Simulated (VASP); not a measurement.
All values below come from PBE GGA, VASP's PBE PAW potentials (set 64) (plane waves; VASP 6.6.1).

A VASP calculation is set up with these files.

**KPOINTS**
```
K-points
0
gamma
8 8 8
0 0 0
```

### INCAR
```
# general
SYSTEM   =  Ba
PREC     =  Accurate
ENCUT    =  300   # plane-wave cut-off (eV)
LREAL    =  .FALSE.   # projection in real space or not
LASPH    =  .TRUE.   # aspherical one-centre terms

# electronic loop
EDIFF    =  1E-6
NELM     =  100
ALGO     =  Normal
LMAXMIX  =  4

# smearing
ISMEAR   =  -1
SIGMA    =  0.136

# functional
GGA      =  PE

# ions
ISIF     =  2   # forces and stress, cell fixed

# output
LWAVE    =  .FALSE.
LCHARG   =  .FALSE.
```

**POSCAR**
```
Ba
1
   -2.4598000000     2.4598000000     2.4598000000
    2.4598000000    -2.4598000000     2.4598000000
    2.4598000000     2.4598000000    -2.4598000000
Ba
1
Direct
  0.0000000000   0.0000000000   0.0000000000
```

POTCAR, in this order: Ba_sv (PBE.64 set). Program: vasp_std.

### Question
What will the output report for the number of irreducible k-points (NKPTS), largest plane-wave count, number of space-group operations, FFT grid (NGX, NGY, NGZ)?

### Answer

- number of irreducible k-points (NKPTS): 29
- largest plane-wave count: 712
- number of space-group operations: 48
- FFT grid (NGX, NGY, NGZ): 24 × 24 × 24

The structure is a typed Ba crystal. The cell was not relaxed at this level, and its volume differs by -5.9 % from the start's.
